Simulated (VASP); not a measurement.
**AlSn (space group P-6m2): computed properties**

The numbers are results of r2SCAN meta-GGA, VASP's PBE PAW potentials (set 64) (plane waves; VASP), not measurements.

```
Item                                                                                                    Result
----------------------------------  --------------------------------------------------------------------------
space group                                                                                        P-6m2 (187)
cell                                a = 4.235 Å, b = 4.235 Å, c = 3.173 Å, α = 90.00°, β = 90.00°, γ = 120.00°
volume per atom                                                                                 24.64 Å^3/atom
band gap (over mesh and band path)                                    none (metal, semimetal or under 0.01 eV)
density                                                                                             4.91 g/cm³
```

```cif
data_AlSn
_chemical_formula_sum 'Al1 Sn1'
_space_group_name_H-M_alt 'P 1'
_space_group_IT_number 1
_cell_length_a 4.23460
_cell_length_b 4.23460
_cell_length_c 3.17317
_cell_angle_alpha 90.000
_cell_angle_beta 90.000
_cell_angle_gamma 120.000
loop_
_space_group_symop_operation_xyz
  'x, y, z'
loop_
_atom_site_label
_atom_site_type_symbol
_atom_site_fract_x
_atom_site_fract_y
_atom_site_fract_z
_atom_site_occupancy
Al1 Al 0.00000 0.00000 0.00000 1
Sn1 Sn 0.33333 0.66667 0.50000 1
```

Unless said otherwise, spin-orbit coupling is left out, though it shifts the bands of the heavy elements here.

The structure comes from a computed database's AlSn entry (P-6m2); how it stands against other phases isn't given here. It was relaxed first. Symmetry was kept, so distortions that lower it aren't found. The electron count is odd and the run is not spin-polarised, which forces a metal.
